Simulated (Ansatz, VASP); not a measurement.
# C: VASP beside Ansatz, part 2 of 3

One calculation is typed for both programs; each brings its own data sets. How far apart do they land? Of the first pair: The structure shown is the end of the Ansatz relaxation below.

VASP 6.6.1 and Ansatz 0.2.0.

So far: Starting point; Ansatz: relaxation, PBEsol with D3(BJ).

## Step 3: VASP: single point, PBEsol with D3(BJ), relaxed cell, pair 1

Level of this step: PBEsol with D3(BJ); plane waves and PAW (C) (VASP).

The same cell, functional, mesh and smearing now go to VASP, with its own data sets.

Lines of VASP's logs that name or quote its potential files are left out, and so is its time.

Input file INCAR:

```
SYSTEM = C
PREC = Accurate
ENCUT = 520
EDIFF = 1E-06
NELM = 120
ISMEAR = 1
SIGMA = 0.2
LREAL = .FALSE.
ALGO = Normal
GGA = PS
IVDW = 12
NBANDS = 36
LORBIT = 11
LWAVE = .FALSE.
LCHARG = .FALSE.
ISIF = 2
LDIPOL = .TRUE.
IDIPOL = 3
DIPOL = 0.5 0.5 0.286
LVHAR = .TRUE.
LASPH = .TRUE.
GGA_COMPAT = .FALSE.
NELMDL = -8
KPAR = 4
```

Input file POSCAR:

```
C
1.0
    2.4581218968      0.0000000000      0.0000000000
   -1.2290609484      2.1287960082      0.0000000000
    0.0000000000      0.0000000000     57.2999750000
C
12
Direct
    0.0000000000      0.0000000000      0.1419097073
    0.3333333333      0.6666666667      0.1418998512
    0.0000000000      0.0000000000      0.1996476226
    0.6666666667      0.3333333333      0.1996491611
    0.0000000000      0.0000000000      0.2571172326
    0.3333333333      0.6666666667      0.2571152836
    0.0000000000      0.0000000000      0.3144362454
    0.6666666667      0.3333333333      0.3144381944
    0.0000000000      0.0000000000      0.3719058554
    0.3333333333      0.6666666667      0.3719043169
    0.0000000000      0.0000000000      0.4296437707
    0.6666666667      0.3333333333      0.4296536268
```

Input file KPOINTS:

```
Automatic mesh
0
Gamma
18 18 1
0 0 0
```

PAW data sets: C (PBE family, release 64).

Started as:

```console
> mpirun -np 4 vasp_std
```

Numbers of over 12 decimals in the logs are rounded to 6 here.

The program printed:

```text
[banner, memory and clock lines left out]
running    4 mpi-ranks, on    1 nodes
 distrk:  each k-point on    1 cores,    4 groups
 distr:  one band on    1 cores,    1 groups

 POSCAR found type information on POSCAR C
 POSCAR found :  1 types and      12 ions
|                                                                             |
|               ----> ADVICE to this user running VASP <----                  |
|                                                                             |
|     You enforced a specific xc type in the INCAR file but a different       |
|     [... a line on the potential file left out ...]
|     I HOPE YOU KNOW WHAT YOU ARE DOING!                                     |
|                                                                             |

 LDA part: xc-table for (Slater+PW92), standard interpolation
|                                                                             |
|           W    W    AA    RRRRR   N    N  II  N    N   GGGG   !!!           |
|           W    W   A  A   R    R  NN   N  II  NN   N  G    G  !!!           |
|           W    W  A    A  R    R  N N  N  II  N N  N  G       !!!           |
|           W WW W  AAAAAA  RRRRR   N  N N  II  N  N N  G  GGG   !            |
|           WW  WW  A    A  R   R   N   NN  II  N   NN  G    G                |
|           W    W  A    A  R    R  N    N  II  N    N   GGGG   !!!           |
|                                                                             |
|     One of the lattice vectors is very long (>50 A), but AMIN is rather     |
|     large. This can spoil convergence since charge sloshing might occur     |
|     along the long lattice vector. If problems with convergence are         |
|     observed, try to decrease AMIN to a smaller value (e.g. 0.01).          |
|     Note: This warning only applies if the self-consistency cycle is        |
|     used.                                                                   |
|                                                                             |

 POSCAR, INCAR and KPOINTS ok, starting setup
 FFT: planning ... GRIDC
 FFT: planning ... GRID_SOFT
 FFT: planning ... GRID
 WAVECAR not read
 entering main loop
       N       E                     dE             d eps       ncg     rms          rms(c)
DAV:   1     0.370210818978E+03    0.37021E+03   -0.20147E+04  2752   0.107E+03
DAV:   2    -0.770751740444E+02   -0.44729E+03   -0.41627E+03  3836   0.265E+02
DAV:   3    -0.121778855148E+03   -0.44704E+02   -0.44332E+02  3316   0.882E+01
DAV:   4    -0.122882344419E+03   -0.11035E+01   -0.10998E+01  3564   0.172E+01
DAV:   5    -0.122918577541E+03   -0.36233E-01   -0.36175E-01  3668   0.277E+00
DAV:   6    -0.122919828488E+03   -0.12509E-02   -0.12491E-02  3700   0.503E-01
DAV:   7    -0.122919889103E+03   -0.60615E-04   -0.60591E-04  3748   0.994E-02
DAV:   8    -0.122919891841E+03   -0.27382E-05   -0.27379E-05  3304   0.198E-02    0.157E+01
DAV:   9    -0.117470899136E+03    0.54490E+01   -0.52654E+00  3168   0.925E+00    0.913E+00
DAV:  10    -0.115700271595E+03    0.17706E+01   -0.65061E+00  3248   0.103E+01    0.214E+00
DAV:  11    -0.115695351225E+03    0.49204E-02   -0.28996E-01  3272   0.215E+00    0.171E-01
DAV:  12    -0.115694922970E+03    0.42825E-03   -0.95909E-03  3540   0.429E-01    0.115E-01
DAV:  13    -0.115693935259E+03    0.98771E-03   -0.13184E-03  3372   0.140E-01    0.737E-02
DAV:  14    -0.115693526457E+03    0.40880E-03   -0.49800E-04  3276   0.891E-02    0.366E-02
[...]
DAV:  19    -0.115694915192E+03   -0.18256E-03   -0.62675E-06  2576   0.124E-02    0.178E-03
DAV:  20    -0.115694952773E+03   -0.37581E-04   -0.10611E-06  2544   0.470E-03    0.169E-03
DAV:  21    -0.115694984846E+03   -0.32073E-04   -0.12829E-06  2492   0.538E-03    0.679E-04
DAV:  22    -0.115694997459E+03   -0.12612E-04   -0.32975E-07  2244   0.228E-03    0.441E-04
DAV:  23    -0.115695005417E+03   -0.79583E-05   -0.17979E-07  2124   0.163E-03    0.424E-04
DAV:  24    -0.115695008197E+03   -0.27797E-05   -0.40806E-08  2088   0.771E-04    0.276E-04
DAV:  25    -0.115695009554E+03   -0.13573E-05   -0.77297E-09  1996   0.530E-04    0.154E-04
DAV:  26    -0.115695010024E+03   -0.46969E-06   -0.31725E-09  2036   0.319E-04
   1 F= -.11689578E+03 E0= -.11689516E+03  d E =-.185246E-02
```

From OUTCAR (step 3):

```text
ion  position               nearest neighbor table
   1  0.000  0.000  0.142-   2 1.42   2 1.42   2 1.42
   2  0.333  0.667  0.142-   1 1.42   1 1.42   1 1.42
   3  0.000  0.000  0.200-   4 1.42   4 1.42   4 1.42
   4  0.667  0.333  0.200-   3 1.42   3 1.42   3 1.42
   5  0.000  0.000  0.257-   6 1.42   6 1.42   6 1.42
   6  0.333  0.667  0.257-   5 1.42   5 1.42   5 1.42
   7  0.000  0.000  0.314-   8 1.42   8 1.42   8 1.42
   8  0.667  0.333  0.314-   7 1.42   7 1.42   7 1.42
   9  0.000  0.000  0.372-  10 1.42  10 1.42  10 1.42
  10  0.333  0.667  0.372-   9 1.42   9 1.42   9 1.42
  11  0.000  0.000  0.430-  12 1.42  12 1.42  12 1.42
  12  0.667  0.333  0.430-  11 1.42  11 1.42  11 1.42

  LATTYP: Found a hexagonal cell.
 ALAT       =     2.4581218968
 C/A-ratio  =    23.3104692955

 Subroutine GETGRP returns: Found 12 space group operations
 (whereof  6 operations were pure point group operations)

The static configuration has the point symmetry C_3v.
 The point group associated with its full space group is D_3d.

 Found     37 irreducible k-points:

   k-points           NKPTS =     37   k-points in BZ     NKDIM =     37   number of bands    NBANDS=     36

   dimension x,y,z NGX =    18 NGY =   18 NGZ =  432
   dimension x,y,z NGXF=    36 NGYF=   36 NGZF=  864

   ENCUT  =  520.0 eV  38.22 Ry    6.18 a.u.   4.57  4.57106.54*2*pi/ulx,y,z

   NELECT =      48.0000    total number of electrons

 k-points in reciprocal lattice and weights: Automatic mesh
   0.00000000  0.00000000  0.00000000       0.003
   0.05555556 -0.00000000  0.00000000       0.019
   0.11111111 -0.00000000  0.00000000       0.019
   0.16666667 -0.00000000  0.00000000       0.019
   0.22222222 -0.00000000  0.00000000       0.019
   0.27777778 -0.00000000  0.00000000       0.019
   0.33333333 -0.00000000  0.00000000       0.019
   0.38888889  0.00000000  0.00000000       0.019
   0.44444444 -0.00000000  0.00000000       0.019
[...]
0.33333333  0.27777778  0.00000000       0.037
   0.33333333  0.33333333  0.00000000       0.006

 dipolmoment           0.000000      0.000000     -0.000000 electrons x Angstroem

 average (electrostatic) potential at core
       1 -56.6448       2 -56.6262       3 -56.6409       4 -56.6021       5 -56.6366
       6 -56.5972       7 -56.6366       8 -56.5972       9 -56.6409      10 -56.6021
      11 -56.6448      12 -56.6262

 E-fermi :  -1.1873

 k-point     1 :       0.0000    0.0000    0.0000
  band No.  band energies     occupation
    ...
     20      -4.1446      2.00000
     21      -4.1380      2.00000
     22      -4.1380      2.00000
     23      -4.1309      2.00000
     24      -4.1309      2.00000
     25       2.4753     -0.00000
     26       2.5082     -0.00000
     27       3.1148      0.00000
     28       3.2155      0.00000
     29       3.2983      0.00000
    ...

 k-point     2 :       0.0556   -0.0000    0.0000
  band No.  band energies     occupation
    ...
     20      -4.3205      2.00000
     21      -4.3100      2.00000
     22      -4.3039      2.00000
     23      -4.2959      2.00000
     24      -4.2876      2.00000
     25       2.5732     -0.00000
     26       2.6068     -0.00000
     27       3.2170      0.00000
     28       3.3176      0.00000
     29       3.3962      0.00000
    ...

 k-point     3 :       0.1111   -0.0000    0.0000
  band No.  band energies     occupation
    ...
     20      -4.7457      2.00000
     21      -4.7353      2.00000
     22      -4.7262      2.00000
     23      -4.7160      2.00000
     24      -4.7056      2.00000
     25       2.8669      0.00000
     26       2.9024      0.00000
     27       3.5234      0.00000
     28       3.6240      0.00000
     29       3.6881      0.00000
    ...

 Edisp (eV)   -1.20077

  Total       0.74553     0.74553    -0.05006     0.00000    -0.00000    -0.00000
  in kB       3.98370     3.98370    -0.26750     0.00000    -0.00000    -0.00000
  external pressure =        2.57 kB  Pullay stress =        0.00 kB

  energy-cutoff  :      520.00
  volume of cell :      299.84
      direct lattice vectors                 reciprocal lattice vectors
     2.458121897  0.000000000  0.000000000     0.406814650  0.234874548  0.000000000
    -1.229060948  2.128796008  0.000000000     0.000000000  0.469749096  0.000000000
     0.000000000  0.000000000 57.299975000     0.000000000  0.000000000  0.017452015

 POSITION                                       TOTAL-FORCE (eV/Angst)
 -----------------------------------------------------------------------------------
      0.00000      0.00000      8.13142         0.000000     -0.000000     -0.000353
     -0.00000      1.41920      8.13086         0.000000      0.000000     -0.000747
      0.00000      0.00000     11.43980        -0.000000      0.000000     -0.000046
      1.22906      0.70960     11.43989        -0.000000     -0.000000     -0.000077
      0.00000      0.00000     14.73281        -0.000000      0.000000      0.000131
     -0.00000      1.41920     14.73270        -0.000000      0.000000      0.000063
      0.00000      0.00000     18.01719         0.000000     -0.000000     -0.000131
      1.22906      0.70960     18.01730         0.000000     -0.000000     -0.000063
      0.00000      0.00000     21.31020         0.000000     -0.000000      0.000046
     -0.00000      1.41920     21.31011         0.000000      0.000000      0.000077
      0.00000      0.00000     24.61858         0.000000      0.000000      0.000353
      1.22906      0.70960     24.61914        -0.000000      0.000000      0.000747
 -----------------------------------------------------------------------------------
    total drift:                               -0.000000     -0.000000     -0.000060

  FREE ENERGIE OF THE ION-ELECTRON SYSTEM (eV)
  ---------------------------------------------------
  free  energy   TOTEN  =      -116.8957808380 eV

  energy  without entropy=     -116.8939283784  energy(sigma->0) =     -116.89516335

 vacuum level on the upper side and lower side of the slab         3.160         3.160

 total charge
# of ion       s       p       d       tot
------------------------------------------
    1        0.861   1.790   0.000   2.651
    2        0.860   1.792   0.000   2.653
    3        0.861   1.789   0.000   2.650
    4        0.860   1.793   0.000   2.653
    5        0.861   1.788   0.000   2.650
    6        0.860   1.793   0.000   2.653
    7        0.861   1.788   0.000   2.650
    8        0.860   1.793   0.000   2.653
    9        0.861   1.789   0.000   2.650
   10        0.860   1.793   0.000   2.653
   11        0.861   1.790   0.000   2.651
   12        0.860   1.792   0.000   2.653
--------------------------------------------------
tot         10.329  21.491   0.000  31.820

[... 3 further parts left out ...]
```

The run ends at a pressure of 0.26 GPa, with forces up to 7.5e-4 eV/Å.

## Step 4: Differences

Known differences besides the potentials themselves: Ansatz cuts the interaction across the vacuum, VASP repeats the sheet with a dipole correction; the cutoff is 420 eV in Ansatz and 520 eV in VASP; Ansatz makes its cores anew for this functional, VASP keeps those of its PBE data sets. Total energies have different zeros and are not compared.

With vacuum in the cell, a pressure given here is an average over mostly empty space and none of the material.

## Step 5: Ansatz: relaxation, PBEsol with D3(BJ)

This run makes the geometry at which the two programs are then compared. This pair takes another cell of the material, with 14 atoms against 12 for the pair before.

The structure compared here is the end of the Ansatz relaxation.

Input file input.yaml:

```yaml
crystal:
  lattice:
    - [2.4581219168, 0.0, 0.0]
    - [-1.2290609584, 2.1287960256, 0.0]
    - [0.0, 0.0, 63.9999492]
  atoms:
    - { symbol: C, position: [0.0, 0.0, 0.1275453096] }
    - { symbol: C, position: [0.3333333333, 0.6666666667, 0.1275366538] }
    - { symbol: C, position: [0.0, 0.0, 0.1792517413] }
    - { symbol: C, position: [0.6666666667, 0.3333333333, 0.1792526099] }
    - { symbol: C, position: [0.0, 0.0, 0.2306827556] }
    - { symbol: C, position: [0.3333333333, 0.6666666667, 0.2306819356] }
    - { symbol: C, position: [0.0, 0.0, 0.2820314739] }
    - { symbol: C, position: [0.6666666667, 0.3333333333, 0.2820314739] }
    - { symbol: C, position: [0.0, 0.0, 0.3333801921] }
    - { symbol: C, position: [0.3333333333, 0.6666666667, 0.3333810121] }
    - { symbol: C, position: [0.0, 0.0, 0.3848112065] }
    - { symbol: C, position: [0.6666666667, 0.3333333333, 0.3848103378] }
    - { symbol: C, position: [0.0, 0.0, 0.4365176381] }
    - { symbol: C, position: [0.3333333333, 0.6666666667, 0.436526294] }
  periodic: [true, true, false]
kpoints:
  mp_grid: { grid: [18, 18, 1] }
hamiltonian:
  xc: pbesol
  dispersion: d3bj
  pseudopotentials: { kind: paw, azcp: { folder: soft_1 }, xc_functional: pbe }
scf:
  occupations: { method: methfessel_paxton, width: 0.2 }
output:
  forces: true
  stress: true
  eigenvalues: true
relax:
  adjacent_minimum: "off"
  f_tol: 0.001
  max_steps: 60
  cell: { stress_2d_tol: 0.002 }
```

Started as:

```console
> ansatz run input.yaml --threads 8 --pin off --max-ram 20480MiB --backend cpu --events-out ev --progress --plain --runs-dir out
```

The program printed:

```text
[...]
Crystal: 14 atoms, lattice volume = 334.902 Å³
Basis set: ecut = 420 eV, 6327 PW (Γ), exchange–correlation on 36×36×864 points (8 copies of the dense FFT grid, shifted against one another)
Bands: 42, of which v1, the nominal top of the filled ones, is band 28 counted from 1 (27 counted from 0)
Symmetry: 12 space group operations
[...]
- { symbol: C, position: [-2.3789668999996996e-17, 2.511218745937458e-17, 0.333378] }
    - { symbol: C, position: [0.333333, 0.666667, 0.333379] }
    - { symbol: C, position: [-2.3790171352740154e-17, 2.5112187459374582e-17, 0.384811] }
    - { symbol: C, position: [0.666667, 0.333333, 0.384810] }
    - { symbol: C, position: [-2.379093312601132e-17, 2.511218745937458e-17, 0.436519] }
    - { symbol: C, position: [0.333333, 0.666667, 0.436527] }
[key lines of the parts left out:]
SCF converged after 11 iterations
Free energy (F): -3455.066703 eV
Fermi energy:    -4.347472 eV
P = ½ c Tr σ = -0.0003 N/m
```

## Step 6: VASP: single point, PBEsol with D3(BJ), relaxed cell, pair 2

The same cell, functional, mesh and smearing now go to VASP, with its own data sets.

Changes to INCAR since step 3:

```diff
@@ -11,3 +11,3 @@
 IVDW = 12
-NBANDS = 36
+NBANDS = 42
 LORBIT = 11
@@ -18,3 +18,3 @@
 IDIPOL = 3
-DIPOL = 0.5 0.5 0.286
+DIPOL = 0.5 0.5 0.282
 LVHAR = .TRUE.
```

Input file POSCAR:

```
C
1.0
    2.4581200899      0.0000000000      0.0000000000
   -1.2290600450      2.1287944434      0.0000000000
    0.0000000000      0.0000000000     63.9999492000
C
14
Direct
    0.0000000000      0.0000000000      0.1275443968
    0.3333333333      0.6666666667      0.1275358351
    0.0000000000      0.0000000000      0.1792524097
    0.6666666667      0.3333333333      0.1792532457
    0.0000000000      0.0000000000      0.2306844668
    0.3333333333      0.6666666667      0.2306836560
    0.0000000000      0.0000000000      0.2820314739
    0.6666666667      0.3333333333      0.2820314739
    0.0000000000      0.0000000000      0.3333784809
    0.3333333333      0.6666666667      0.3333792918
    0.0000000000      0.0000000000      0.3848105380
    0.6666666667      0.3333333333      0.3848097020
    0.0000000000      0.0000000000      0.4365185509
    0.3333333333      0.6666666667      0.4365271127
```

KPOINTS is that of step 3.

Started as:

```console
> mpirun -np 4 vasp_std
```

The program printed:

```text
[banner, memory and clock lines left out]
running    4 mpi-ranks, on    1 nodes
[...]
[... a notice as in an earlier step ...]

 LDA part: xc-table for (Slater+PW92), standard interpolation
 [... a notice as in an earlier step ...]

 POSCAR, INCAR and KPOINTS ok, starting setup
[...]
entering main loop
       N       E                     dE             d eps       ncg     rms          rms(c)
DAV:   1     0.422886448533E+03    0.42289E+03   -0.23995E+04  3228   0.108E+03
DAV:   2    -0.910914848590E+02   -0.51398E+03   -0.48046E+03  4316   0.269E+02
DAV:   3    -0.142095061985E+03   -0.51004E+02   -0.50675E+02  3754   0.881E+01
DAV:   4    -0.143348231901E+03   -0.12532E+01   -0.12499E+01  4126   0.170E+01
[...]
DAV:  24    -0.134976019365E+03   -0.71507E-05   -0.94088E-08  2476   0.175E-03    0.558E-04
DAV:  25    -0.134976022647E+03   -0.32816E-05   -0.34349E-08  2442   0.978E-04    0.140E-04
DAV:  26    -0.134976023453E+03   -0.80593E-06   -0.81958E-09  2416   0.595E-04
   1 F= -.13640163E+03 E0= -.13640082E+03  d E =-.241080E-02
```

Parts of OUTCAR (step 6):

```text
 Edisp (eV)   -1.42560

  Total       0.86967     0.86967    -0.05784    -0.00000     0.00000     0.00000
  in kB       4.16051     4.16051    -0.27671    -0.00000     0.00000     0.00000
  external pressure =        2.68 kB  Pullay stress =        0.00 kB

 POSITION                                       TOTAL-FORCE (eV/Angst)
 -----------------------------------------------------------------------------------
      0.00000      0.00000      8.16283         0.000000     -0.000000     -0.000201
     -0.00000      1.41920      8.16229         0.000000     -0.000000     -0.000698
      0.00000      0.00000     11.47215        -0.000000     -0.000000     -0.000006
      1.22906      0.70960     11.47220         0.000000     -0.000000     -0.000028
      0.00000      0.00000     14.76379        -0.000000      0.000000      0.000026
     -0.00000      1.41920     14.76374        -0.000000     -0.000000      0.000001
      0.00000      0.00000     18.05000        -0.000000     -0.000000     -0.000000
      1.22906      0.70960     18.05000        -0.000000      0.000000     -0.000000
      0.00000      0.00000     21.33621        -0.000000      0.000000     -0.000026
     -0.00000      1.41920     21.33626        -0.000000     -0.000000     -0.000001
      0.00000      0.00000     24.62785         0.000000     -0.000000      0.000006
      1.22906      0.70960     24.62780         0.000000     -0.000000      0.000028
      0.00000      0.00000     27.93717         0.000000     -0.000000      0.000201
     -0.00000      1.41920     27.93771         0.000000     -0.000000      0.000698
 -----------------------------------------------------------------------------------
    total drift:                               -0.000000     -0.000000      0.000051

  FREE ENERGIE OF THE ION-ELECTRON SYSTEM (eV)
  ---------------------------------------------------
  free  energy   TOTEN  =      -136.4016273487 eV

  energy  without entropy=     -136.3992165486  energy(sigma->0) =     -136.40082375

[... 3 further parts left out ...]
[key lines of the parts left out:]
E-fermi :  -1.0476
```

The run ends at a pressure of 0.27 GPa, with forces up to 7.0e-4 eV/Å.

## Step 7: Side by side

With vacuum in the cell, a pressure given here is an average over mostly empty space and none of the material.

[end of part 2 of 3]

[Lines on the potential files, build, host, timing and source positions are cut from VASP's logs without a mark.]

[Logs are printed without paths, hosts, clocks, repeated set-up lines and the standing remarks that a program may print on its own settings, such as how far it seeks lower states.]

[Hosts, paths, dates, database ids (printed as entryN), source tags and the programs' standing remarks are cut or masked in the printed files.]
